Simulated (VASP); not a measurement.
Input for VASP

**INCAR**
```
SYSTEM = CoO
PREC = Accurate
ENCUT = 520
EDIFF = 1E-6
NELM = 100
ALGO = Normal
LREAL = .FALSE.
LASPH = .TRUE.
ISMEAR = 1
SIGMA = 0.1
GGA = PS
LMAXMIX = 4
ISPIN = 2
MAGMOM = 3.0 3.0 0.0 0.0
LORBIT = 10
LWAVE = .FALSE.
LCHARG = .FALSE.
IBRION = 2
ISIF = 3
NSW = 60
EDIFFG = -0.02
```

File KPOINTS:
```
Automatic mesh
0
Gamma
11 11 6
0 0 0
```

File POSCAR:
```
CoO
1.0
  2.8536662294   0.0000000000   0.0000000000
 -1.4268331147   2.4713472904   0.0000000000
  0.0000000000   0.0000000000   5.1015525774
Co O
2 2
Cartesian
  0.0000000000   0.0000000000   0.0000000000
  0.0000000000   0.0000000000   2.5507762887
 -0.0000014268   1.6475656840   1.2753881443
  1.4268345415   0.8237816064   3.8261644330
```

POTCAR, in this order: Co O (PBE.64 set). Program: vasp_std.

Question: Write an equivalent input for Ansatz.

Answer: One equivalent input (not run):
Ansatz 0.2 input:
```yaml
crystal:
  lattice:
    - [2.8536662, 0.0000000, 0.0000000]
    - [-1.4268331, 2.4713473, 0.0000000]
    - [0.0000000, 0.0000000, 5.1015526]
  atoms:
    - { symbol: Co, position: [0.0000000, 0.0000000, 0.0000000], spin: 3 }
    - { symbol: Co, position: [0.0000000, 0.0000000, 0.5000000], spin: 3 }
    - { symbol: O, position: [0.3333330, 0.6666670, 0.2500000] }
    - { symbol: O, position: [0.6666670, 0.3333330, 0.7500000] }
kpoints:
  mp_grid: { grid: [11, 11, 6] }
hamiltonian:
  xc: pbesol
  pseudopotentials: { kind: paw }
magnetization: { spin_polarized: true }
scf:
  occupations: { method: methfessel_paxton, width: 0.1 }
  max_iter: 100
relax:
  max_steps: 60
  f_tol: 0.02
  cell: {}
output: { forces: true, stress: true, eigenvalues: true }
```
What does not carry over: each code has its own PAW files, so the cut-off isn't converted (ENCUT is set for VASP's; basis.ecutwfc is left out, and Ansatz then takes the one that its files recommend); Ansatz stops its SCF on the density residual and VASP on the energy change (EDIFF).

The structure was generated: CoO was put into the NiAs type type (P6_3/mmc), which need not be its known phase. This run relaxes it. Symmetry was kept, so distortions that lower it aren't found. The start is the result of an earlier pass.
